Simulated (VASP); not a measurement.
Pd:

```xyz
1
Lattice="0.0000 1.9587 1.9587 1.9587 0.0000 1.9587 1.9587 1.9587 0.0000" Properties=species:S:1:pos:R:3 pbc="T T T"
Pd    0.0000    0.0000    0.0000
```

* Program: VASP 6.6.1
* Task: relaxation of cell and atoms
* Functional: PBE
* Potentials or basis: VASP PAW PBE potentials, release 64 (Pd)
* Cutoff: 600 eV
* k mesh: 18 × 18 × 18
* Occupations: gaussian, width 0.1 eV
* Spin: no spin polarisation

At the start: pressure 3.0 GPa; volume 15.03 Å³/atom.

Q: Where does the relaxation end?

A: Over 3 steps the energy falls by 2.3 meV/atom and the volume is 15.29 Å³/atom (+1.7 %); space group Fm-3m (No. 225, to 0.05 Å).

Step by step:
| step | energy change (eV) | largest force (eV/Å) | pressure (GPa) | volume (Å³) |
| --- | --- | --- | --- | --- |
| 1 | 0.0000 | 0.0000 | 3.01 | 15.03 |
| 2 | 0.0021 | 0.0000 | -3.76 | 15.65 |
| 3 | -0.0023 | 0.0000 | 0.00 | 15.29 |

Final structure:
```yaml
crystal:
  lattice:
    - [0.00000, 1.96976, 1.96976]
    - [1.96976, 0.00000, 1.96976]
    - [1.96976, 1.96976, 0.00000]
  atoms:
    - { symbol: Pd, position: [0.00000, 0.00000, 0.00000] }
```
